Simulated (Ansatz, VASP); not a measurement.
# Cross-check of GeF2 (1T-GeF2 monolayer) between VASP and Ansatz

One calculation is typed for both programs; each brings its own data sets. How far apart do they land? The cell is taken from a series of runs on this material, whose earlier steps may have relaxed, scaled, displaced or heated it; both programs get it as it stands.

Calculated with Ansatz 0.2.0; plane waves, with VASP 6.6.1 beside it; r2SCAN with D4.

### Step 1. Set-up

The cell holds 3 atoms: 2 F and 1 Ge. Cell: a = 3.564 Å, b = 3.564 Å, c = 19.916 Å, α = 90.0°, β = 90.0°, γ = 120.0°. Vacuum lies along c.

### Step 2. VASP: single point, r2SCAN with D4

With cell and atoms fixed, the geometry can't cause a difference; cores, projectors, grids and the points listed under the comparison can.

Lines of VASP's logs that name or quote its potential files are left out, and so is its time.

Contents of INCAR:

```
SYSTEM = GeF2
PREC = Accurate
ENCUT = 580
EDIFF = 1E-06
NELM = 120
ISMEAR = -1
SIGMA = 0.05
LREAL = .FALSE.
ALGO = Normal
METAGGA = R2SCAN
IVDW = 13
VDW_S6 = 1
VDW_S8 = 0.6018749
VDW_A1 = 0.51559235
VDW_A2 = 5.77342911
LASPH = .TRUE.
NBANDS = 20
LORBIT = 11
LWAVE = .FALSE.
LCHARG = .FALSE.
ISIF = 2
LDIPOL = .TRUE.
IDIPOL = 3
DIPOL = 0.5 0.5 0.5
LVHAR = .TRUE.
GGA_COMPAT = .FALSE.
EFERMI = MIDGAP
NELMDL = -8
LMIXTAU = .TRUE.
KPAR = 2
```

Contents of POSCAR:

```
GeF2
1.0
    3.5636766415      0.0000000000      0.0000000000
   -1.7818383207      3.0862345024      0.0000000000
    0.0000000000      0.0000000000     19.9160238715
F Ge
2 1
Direct
    0.6666666667      0.3333333333      0.4518974298
    0.3333333333      0.6666666667      0.5481025702
    0.0000000000      0.0000000000      0.5000000000
```

Contents of KPOINTS:

```
Automatic mesh
0
Gamma
24 24 1
0 0 0
```

The projector-augmented-wave data sets are F and Ge_d (PBE family, release 64).

On the command line:

```sh
mpirun -np 2 vasp_std
```

Numbers of over 12 decimals in the logs are rounded to 6 here.

Log:

```text
[banner, memory and clock lines left out]
running    2 mpi-ranks, on    1 nodes
 distrk:  each k-point on    1 cores,    2 groups
 distr:  one band on    1 cores,    1 groups

 POSCAR found type information on POSCAR F Ge
 POSCAR found :  2 types and       3 ions
|                                                                             |
|               ----> ADVICE to this user running VASP <----                  |
|                                                                             |
|     You enforced a specific xc type in the INCAR file but a different       |
|     [... a line on the potential file left out ...]
|     I HOPE YOU KNOW WHAT YOU ARE DOING!                                     |
|                                                                             |

 LDA part: xc-table for (None), standard interpolation
 POSCAR, INCAR and KPOINTS ok, starting setup
 FFT: planning ... GRIDC
 FFT: planning ... GRID_SOFT
 FFT: planning ... GRID
 WAVECAR not read
 entering main loop
       N       E                     dE             d eps       ncg     rms          rms(c)
DAV:   1     0.277646564989E+03    0.27765E+03   -0.13772E+04  2636   0.162E+03
DAV:   2     0.115552906049E+02   -0.26609E+03   -0.25501E+03  3260   0.402E+02
DAV:   3    -0.325194039711E+02   -0.44075E+02   -0.43811E+02  3252   0.161E+02
DAV:   4    -0.337216016624E+02   -0.12022E+01   -0.11997E+01  2928   0.333E+01
DAV:   5    -0.337564913708E+02   -0.34890E-01   -0.34888E-01  3100   0.536E+00
DAV:   6    -0.337573667797E+02   -0.87541E-03   -0.87540E-03  3396   0.714E-01
DAV:   7    -0.337573815656E+02   -0.14786E-04   -0.14786E-04  3284   0.861E-02
DAV:   8    -0.337573822685E+02   -0.70288E-06   -0.70286E-06  2824   0.169E-02    0.678E+00
DAV:   9    -0.292862828856E+02    0.44711E+01   -0.52519E+00  3424   0.231E+01    0.185E+00
DAV:  10    -0.274689704892E+02    0.18173E+01   -0.69505E-01  2652   0.111E+01    0.175E+00
DAV:  11    -0.303977189462E+02   -0.29287E+01   -0.17230E+00  2624   0.190E+01    0.246E+00
DAV:  12    -0.258666960490E+02    0.45310E+01   -0.10206E+00  2656   0.263E+01    0.293E-01
DAV:  13    -0.271584477066E+02   -0.12918E+01   -0.40147E-01  2492   0.487E+00    0.519E-01
DAV:  14    -0.272520939179E+02   -0.93646E-01   -0.16240E-02  3072   0.172E+00    0.276E-01
[...]
DAV:  66    -0.255014206719E+02    0.57455E-04   -0.14416E-06  2080   0.120E-02    0.129E-03
DAV:  67    -0.255015894102E+02   -0.16874E-03   -0.12631E-05  2456   0.272E-02    0.121E-03
DAV:  68    -0.255015424913E+02    0.46919E-04   -0.40626E-06  2184   0.198E-02    0.109E-03
DAV:  69    -0.255015748812E+02   -0.32390E-04   -0.17928E-06  1952   0.171E-02    0.595E-04
DAV:  70    -0.255015344755E+02    0.40406E-04   -0.21707E-06  1952   0.155E-02    0.488E-04
DAV:  71    -0.255015861042E+02   -0.51629E-04   -0.32740E-06  2048   0.170E-02    0.508E-04
DAV:  72    -0.255015924059E+02   -0.63017E-05   -0.91148E-07  1960   0.112E-02    0.487E-04
DAV:  73    -0.255015932344E+02   -0.82848E-06   -0.42401E-07  1960   0.741E-03
   1 F= -.25590719E+02 E0= -.25590719E+02  d E =-.511693E-13
```

OUTCAR, selected parts (step 2):

```text
ion  position               nearest neighbor table
   1  0.667  0.333  0.452-   3 2.27   3 2.27   3 2.27
   2  0.333  0.667  0.548-   3 2.27   3 2.27   3 2.27
   3  0.000  0.000  0.500-   1 2.27   2 2.27   2 2.27   1 2.27   1 2.27   2 2.27

  LATTYP: Found a hexagonal cell.
 ALAT       =     3.5636766415
 C/A-ratio  =     5.5886170029

 Subroutine GETGRP returns: Found 12 space group operations
 (whereof 12 operations were pure point group operations)

The static configuration has the point symmetry D_3d.

 Found     61 irreducible k-points:

   k-points           NKPTS =     61   k-points in BZ     NKDIM =     61   number of bands    NBANDS=     20

   dimension x,y,z NGX =    28 NGY =   28 NGZ =  160
   dimension x,y,z NGXF=    56 NGYF=   56 NGZF=  320

   ENCUT  =  580.0 eV  42.63 Ry    6.53 a.u.   7.00  7.00 39.11*2*pi/ulx,y,z

   NELECT =      28.0000    total number of electrons

 k-points in reciprocal lattice and weights: Automatic mesh
   0.00000000  0.00000000  0.00000000       0.002
   0.04166667  0.00000000  0.00000000       0.010
   0.08333333  0.00000000  0.00000000       0.010
   0.12500000  0.00000000  0.00000000       0.010
   0.16666667  0.00000000  0.00000000       0.010
   0.20833333 -0.00000000  0.00000000       0.010
   0.25000000  0.00000000  0.00000000       0.010
   0.29166667  0.00000000  0.00000000       0.010
   0.33333333  0.00000000  0.00000000       0.010
[...]
0.33333333  0.29166667  0.00000000       0.021
   0.33333333  0.33333333  0.00000000       0.003

 dipolmoment           0.000000      0.000000      0.000000 electrons x Angstroem

 average (electrostatic) potential at core
       1 -87.8821       2 -87.8821       3 -88.8362

 E-fermi :  -3.8498

 k-point     1 :       0.0000    0.0000    0.0000
  band No.  band energies     occupation
    ...
     10      -9.2186      2.00000
     11      -9.1024      2.00000
     12      -9.1024      2.00000
     13      -8.4764      2.00000
     14      -7.4734      2.00000
     15      -2.4157      0.00000
     16       1.5680      0.00000
     17       1.5692      0.00000
     18       1.5692      0.00000
     19       1.9130      0.00000
    ...

 k-point     2 :       0.0417    0.0000    0.0000
  band No.  band energies     occupation
    ...
     10      -9.2732      2.00000
     11      -9.0710      2.00000
     12      -9.0580      2.00000
     13      -8.4640      2.00000
     14      -7.4233      2.00000
     15      -2.3821      0.00000
     16       1.4388      0.00000
     17       1.5849      0.00000
     18       1.6490      0.00000
     19       1.9398      0.00000
    ...

 k-point     3 :       0.0833    0.0000    0.0000
  band No.  band energies     occupation
    ...
     10      -9.3691      2.00000
     11      -9.0452      2.00000
     12      -8.9920      2.00000
     13      -8.4342      2.00000
     14      -7.2845      2.00000
     15      -2.2844      0.00000
     16       1.2363      0.00000
     17       1.6305      0.00000
     18       1.7432      0.00000
     19       2.0200      0.00000
    ...

  DFT-D4 for vdW energy calculation

  Edisp (eV):   -0.08913

  Total      -0.05700    -0.05700    -0.11951    -0.00000     0.00000    -0.00000
  in kB      -0.41692    -0.41692    -0.87416    -0.00000     0.00000    -0.00000
  external pressure =       -0.57 kB  Pullay stress =        0.00 kB

  energy-cutoff  :      580.00
  volume of cell :      219.04
      direct lattice vectors                 reciprocal lattice vectors
     3.563676641  0.000000000  0.000000000     0.280609073  0.162009724  0.000000000
    -1.781838321  3.086234502  0.000000000     0.000000000  0.324019448  0.000000000
     0.000000000  0.000000000 19.916023871     0.000000000  0.000000000  0.050210826

 POSITION                                       TOTAL-FORCE (eV/Angst)
 -----------------------------------------------------------------------------------
      1.78184      1.02874      9.00000         0.000000      0.000000      0.005678
     -0.00000      2.05749     10.91602        -0.000000     -0.000000     -0.005678
      0.00000      0.00000      9.95801        -0.000000      0.000000      0.000000
 -----------------------------------------------------------------------------------
    total drift:                                0.000000      0.000000     -0.000000

  FREE ENERGIE OF THE ION-ELECTRON SYSTEM (eV)
  ---------------------------------------------------
  free  energy   TOTEN  =       -25.5907188744 eV

  energy  without entropy=      -25.5907188744  energy(sigma->0) =      -25.59071887

 vacuum level on the upper side and lower side of the slab         1.625         1.625

 total charge
# of ion       s       p       d       tot
------------------------------------------
    1        1.745   4.339   0.000   6.084
    2        1.745   4.339   0.000   6.084
    3        1.464   0.384  10.042  11.890
--------------------------------------------------
tot          4.953   9.061  10.042  24.057

[... 3 further parts left out ...]
```

### Step 3. Ansatz: single point, r2SCAN with D4

Ansatz runs on its PAW soft_1 files.

The same cell, functional, mesh and smearing now go to Ansatz, which takes its cutoff from its data sets.

Contents of input.yaml:

```yaml
crystal:
  lattice:
    - [3.5636766415, 0.0, 0.0]
    - [-1.7818383207, 3.0862345024, 0.0]
    - [0.0, 0.0, 19.9160238715]
  atoms:
    - { symbol: F, position: [0.6666666667, 0.3333333333, 0.4518974298] }
    - { symbol: Ge, position: [0.0, 0.0, 0.5] }
    - { symbol: F, position: [0.3333333333, 0.6666666667, 0.5481025702] }
kpoints:
  mp_grid: { grid: [24, 24, 1] }
  band_path:
    path: [[0, 0, 0], [0.5, 0, 0], [0.33333333, 0.33333333, 0], [0, 0, 0]]
    npoints: 16
hamiltonian:
  xc: r2scan
  dispersion: d4
  pseudopotentials: { kind: paw, azcp: { folder: soft_1 } }
scf:
  occupations: { method: fermi_dirac, width: 0.05 }
  convergence: { dr2_threshold: 1.0e-10 }
efield:
  axis: 3
  dipole_correction: true
  ramp_position: 0.97
  ramp_width: 0.06
  amplitude: 0
output:
  dos: { projected: true, e_range: [-6, 5] }
  bader: true
  write_potential: true
  write_density: true
  volumetric_format: npy
  elf: true
```

On the command line:

```sh
ansatz run input.yaml --threads 4 --pin off --max-ram 6144MiB --backend cpu --events-out ev --progress --plain --runs-dir out
```

Log:

```text
Engine: ansatz 0.2.0, aarch64-unknown-linux-gnu
Pseudopotentials: kind: paw
Pseudopotential: F, paw, valence charge 7, recommended cutoff 500 eV (meta_gga), soft_1/F.paw.azcp
Pseudopotential: Ge, paw, valence charge 14, recommended cutoff 500 eV (meta_gga), soft_1/Ge.paw.azcp
Functional definition: r2SCAN
  parameter k0 = 0.174
  parameter k1 = 0.065
  parameter a1 = 4.9479
  exchange = r2scan_x(k0 = k0, k1 = k1, a1 = a1)
  correlation = r2scan_c
Crystal: 3 atoms, lattice volume = 219.043 Å³
Basis set: ecut = 500 eV, 5617 PW (Γ), exchange–correlation on 108×108×600 points (64 copies of the dense FFT grid, shifted against one another)
Bands: 18, of which v1, the nominal top of the filled ones, is band 14 counted from 1 (13 counted from 0)
Symmetry: 6 space group operations
k-points: 61 of 576 (time reversal used)
Non-local potential: F, projectors of the file, l = 0: 2, l = 1: 2, l = 2: 1
Non-local potential: Ge, projectors of the file, l = 0: 2, l = 1: 2, l = 2: 3, l = 3: 1
PAW form: soft (Blöchl's): semilocal exchange-correlation on the pseudo side does not see the compensation charge
PAW frozen core: F, regenerated for the run's functional (the file was generated under x = pbe(κ = 0.804, μ = 0.219515), c = pbe(β = 0.066725))
PAW frozen core: Ge, regenerated for the run's functional (the file was generated under x = pbe(κ = 0.804, μ = 0.219515), c = pbe(β = 0.066725))
PAW one-centre angular grid: F, 302 points (default); XC on 160 Gauss nodes
PAW one-centre angular grid: Ge, 590 points (default); XC on 160 Gauss nodes
Initial density: superposition of atomic densities (neutral atoms: chi_scale 0, normalization atom)
Initial wavefunctions: pseudopotential atomic-orbital guess
Functional: x = r2scan, c = r2scan; τ floored in thin density (d = 2e-4 eV/Å³)
SCF iter   1: F=—  HF=-5923.854703 eV  |F-HF|=—  |Δ(HF+E_count)|=         —  Δρ=5.31e-2  dr2=6.14e0  dr2_τ=3.03e-1  ethr=3.10e-3  p=0.000 e·Å  D=4.02e-14 V/Å  ΔV_dip=-0.00 eV  dr2_dipole=1.61e-13  V_vac-E_F(+/−)=6.29/6.29 eV  ⟨swp⟩=6.5  Hψ=5539  notcnv=0
efield: sawtooth ramp at fractional position 0.9700 (set: `efield.ramp_position`, or a place that a band, a saddle search or an elastic batch's reference lends), width 0.0600; the density the first Hamiltonian is built on has a dipole p = 0.000 e·Å; the dipole correction subtracts the counter field D = 4.02e-14 V/Å, which shifts the + side's vacuum level by -0.00 eV against the − side's; the planar-averaged density in the ramp window peaks in size at 1.0e-6 e/Å³
preconditioner: auto → none  [insulator: Δε(μ)=3.920 eV  Ē_g=21.264 eV  σ=0.050 eV  W_gap=1.00  n_scr=12 (ndim 8)  ℏωp=13.3 eV  f_vac=0.760  D(μ)=0.00/eV (n_scr^D=0)  ε∞_Penn≈1.4]
SCF iter   2: F=—  HF=-5922.471521 eV  |F-HF|=—  |Δ(HF+E_count)|=    1.38e0  Δρ=3.88e-2  dr2=1.54e0  dr2_τ=2.06e-1  ethr=3.10e-3  p=-0.000 e·Å  D=-2.58e-7 V/Å  ΔV_dip=0.00 eV  dr2_dipole=1.05e-10  V_vac-E_F(+/−)=5.32/5.32 eV  ⟨swp⟩=3.9  Hψ=2956  notcnv=0
SCF iter   3: F=—  HF=-5922.105672 eV  |F-HF|=—  |Δ(HF+E_count)|=   3.66e-1  Δρ=7.27e-3  dr2=8.58e-2  dr2_τ=7.54e-3  ethr=3.10e-3  p=-0.000 e·Å  D=-4.06e-6 V/Å  ΔV_dip=0.00 eV  dr2_dipole=1.55e-10  V_vac-E_F(+/−)=5.62/5.62 eV  ⟨swp⟩=2.0  Hψ=2379  notcnv=0
SCF iter   4: F=—  HF=-5922.109683 eV  |F-HF|=—  |Δ(HF+E_count)|=   4.01e-3  Δρ=2.53e-3  dr2=1.26e-2  dr2_τ=6.61e-4  ethr=3.07e-4  p=0.000 e·Å  D=2.06e-5 V/Å  ΔV_dip=-0.00 eV  dr2_dipole=5.79e-9  V_vac-E_F(+/−)=5.45/5.45 eV  ⟨swp⟩=3.0  Hψ=2327  notcnv=0
SCF iter   5: F=—  HF=-5922.105589 eV  |F-HF|=—  |Δ(HF+E_count)|=   4.09e-3  Δρ=8.80e-4  dr2=1.74e-3  dr2_τ=6.57e-5  ethr=4.50e-5  p=-0.000 e·Å  D=-1.84e-5 V/Å  ΔV_dip=0.00 eV  dr2_dipole=5.07e-9  V_vac-E_F(+/−)=5.43/5.43 eV  ⟨swp⟩=2.0  Hψ=2283  notcnv=0
SCF iter   6: F=—  HF=-5922.105203 eV  |F-HF|=—  |Δ(HF+E_count)|=   3.86e-4  Δρ=4.09e-4  dr2=4.11e-4  dr2_τ=1.51e-5  ethr=6.20e-6  p=0.000 e·Å  D=1.09e-4 V/Å  ΔV_dip=-0.00 eV  dr2_dipole=1.74e-7  V_vac-E_F(+/−)=5.43/5.43 eV  ⟨swp⟩=2.0  Hψ=1746  notcnv=0
SCF iter   7: F=—  HF=-5922.105113 eV  |F-HF|=—  |Δ(HF+E_count)|=   9.05e-5  Δρ=1.28e-4  dr2=4.21e-5  dr2_τ=7.47e-7  ethr=1.47e-6  p=-0.000 e·Å  D=-2.35e-4 V/Å  ΔV_dip=0.00 eV  dr2_dipole=8.02e-7  V_vac-E_F(+/−)=5.43/5.43 eV  ⟨swp⟩=2.0  Hψ=1360  notcnv=0
SCF iter   8: F=—  HF=-5922.105105 eV  |F-HF|=—  |Δ(HF+E_count)|=   8.01e-6  Δρ=2.06e-5  dr2=8.50e-7  dr2_τ=3.86e-8  ethr=1.50e-7  p=0.000 e·Å  D=3.78e-5 V/Å  ΔV_dip=-0.00 eV  dr2_dipole=2.02e-8  V_vac-E_F(+/−)=5.43/5.43 eV  ⟨swp⟩=2.0  Hψ=1413  notcnv=0
SCF iter   9: F=—  HF=-5922.105117 eV  |F-HF|=—  |Δ(HF+E_count)|=   1.26e-5  Δρ=4.46e-6  dr2=3.35e-8  dr2_τ=1.70e-9  ethr=3.04e-9  p=0.000 e·Å  D=3.79e-6 V/Å  ΔV_dip=-0.00 eV  dr2_dipole=2.22e-10  V_vac-E_F(+/−)=5.43/5.43 eV  ⟨swp⟩=2.0  Hψ=1570  notcnv=0
SCF iter  10: F=—  HF=-5922.105117 eV  |F-HF|=—  |Δ(HF+E_count)|=   7.48e-9  Δρ=5.10e-7  dr2=2.07e-10  dr2_τ=4.66e-11  ethr=1.20e-10  p=0.000 e·Å  D=6.37e-7 V/Å  ΔV_dip=-0.00 eV  dr2_dipole=1.78e-12  V_vac-E_F(+/−)=5.43/5.43 eV  ⟨swp⟩=2.0  Hψ=1952  notcnv=0
SCF iter  11: F=-5922.105117 eV  HF=-5922.105117 eV  |F-HF|=4.73e-11  |Δ(HF+E_count)|=  9.19e-11  Δρ=1.49e-7  dr2=5.03e-11  dr2_τ=1.76e-12  ethr=1.00e-12  p=-0.000 e·Å  D=-8.57e-7 V/Å  ΔV_dip=0.00 eV  dr2_dipole=3.91e-12  V_vac-E_F(+/−)=5.43/5.43 eV  ⟨swp⟩=5.5  Hψ=4171  notcnv=0
SCF 1 converged in 11 iterations: F = -5922.105117 eV  dr2 = 5.03e-11
  greatest PAW one-centre occupation: 0.999 electrons in one spin orbital (limit 2), on the Ge atom at site 1 (counted from 0), in its partial waves of l = 2
NSCF: frozen V_eff on 49 k-points
efield: sawtooth ramp at fractional position 0.9700 (kept from the solve that this one continues, or follows in the run), width 0.0600; the density the first Hamiltonian is built on has a dipole p = -0.000 e·Å; the dipole correction subtracts the counter field D = -8.57e-7 V/Å, which shifts the + side's vacuum level by +0.00 eV against the − side's; the planar-averaged density in the ramp window peaks in size at 1.1e-6 e/Å³
WARN: The output density's exchange-correlation potential varies sharply where the density is thin. Do not read a vacuum level from v_tot or v_xc, or from such a field of the output density. On a cell that repeats whose density bears no net charge and no dipole along the vacuum's axis use v_es (v_loc + v_h of the components); under efield.dipole_correction with no amplitude use v_es + v_field, which holds any externa [...]
SCF converged after 11 iterations
Free energy (F): -5922.105117 eV
Harris-Foulkes:  -5922.105117 eV  (|F-HF|=4.73e-11)
Internal energy: -5922.105117 eV  (E = F + TS)
E sigma→0 (E₀):  -5922.105117 eV
Fermi energy:    -3.204018 eV
Dipole field:    D = 0.000002 V/Å  (p = 0.000002 e·Å, saw-weighted, corrected)
Work function:   Φ+ = 5.4275 eV   Φ− = 5.4275 eV
Levels:          The Fermi level and band energies are counted from a zero that moves with the ramp; work functions are not
--- Per-component energies (eV) ---
  E_band       = -525.857175
  E_kinetic    = 486.230771
  E_local      = -19090.262987  (includes V_loc(G=0)·N_el)
  E_nonlocal   = 381.992350
  E_hartree    = 9200.538148
  E_xc         = -218.488764
  E_vxc        = -292.843761  (∫ρ·V_xc dr)
  E_paw        = -2428.472051  (= ΣΔE_a)
  E_vpaw       = -432.687716  (= ΣTr[D̂ρ^β])
  E_aug_tail   = 0.000583  (compensation charges beyond the density's cutoff)
  E_vtau       = 20.637166  (kinetic-family band-sum trace: ∫τ·v_τ [+ j·A + Jᵃ·Aᵃ] dr)
  E_efield     = 0.000000  (sawtooth field / dipole correction)
  E_vefield    = 0.000000  (∫n·V_field dr)
  E_ewald      = 5747.594554
  E_disp       = -0.089178  (pairwise vdW)
  E_core_change = -1.148544  (= ΣΔE_core)
  E_smearing   = -0.000000  (= −TS)
  E_closure    = 0.000000  (closes the sum)
  Σ components = -5922.105117   (vs F -5922.105117, Δ=0.00e0)
--- Band table (eV; the first three rows and the last of 61) ---
  k-point 0: bands = [... 10 lower, -8.5009, -8.5009, -7.8777, -6.8620, -1.8068, 2.1257, 2.1911, 2.1911]
  k-point 1: bands = [... 10 lower, -8.4703, -8.4571, -7.8654, -6.8118, -1.7732, 2.0387, 2.2068, 2.2282]
  k-point 2: bands = [... 10 lower, -8.4453, -8.3914, -7.8359, -6.6727, -1.6753, 1.8465, 2.2523, 2.3117]
  k-point 60: bands = [... 10 lower, -8.8958, -7.8482, -7.8482, -4.6705, 0.6650, 1.5358, 1.5358, 6.2340]
--- Bader charges: 3 sites ---
  site symbol  charge [e]  shift [e]
     0      F     -0.7773     0.0002
     1     Ge      1.5545     0.0004
     2      F     -0.7773     0.0002
  estimated error of the sums over rays = 2.0e-4 e
```

### Step 4. Side by side

Known differences besides the potentials themselves: VASP keeps PBE cores, Ansatz makes them for the functional; the cutoff is 500 eV in Ansatz and 580 eV in VASP. Total energies have different zeros and are not compared.

The two programs side by side:

```
              quantity  Ansatz   VASP  difference
gap on the k mesh (eV)   2.864  2.868      -0.005
```

A gap on the mesh is an upper bound, since the band edges may lie between its points. Where the cell holds vacuum, a pressure given here is an average over it and none of the material.

### Step 5. Summary of results

| Quantity | Value |
| --- | --- |
| difference in gap on the k mesh (single point, r2SCAN with D4) | -0.0046 eV |

**Reading.** The difference in gap on the k mesh is -0.0046 eV (single point, r2SCAN with D4), within the 0.08 eV picked in this series as the mark of a large difference. Such differences can come from data sets, numerical settings and the points named under the comparisons, not from the functional's error against experiment.

[Lines on the potential files, build, host, timing and source positions are cut from VASP's logs without a mark.]

[Logs are printed without paths, hosts, clocks, repeated set-up lines and the standing remarks that a program may print on its own settings, such as how far it seeks lower states.]

[Hosts, paths, dates, database ids (printed as entryN), source tags and the programs' standing remarks are cut or masked in the printed files.]
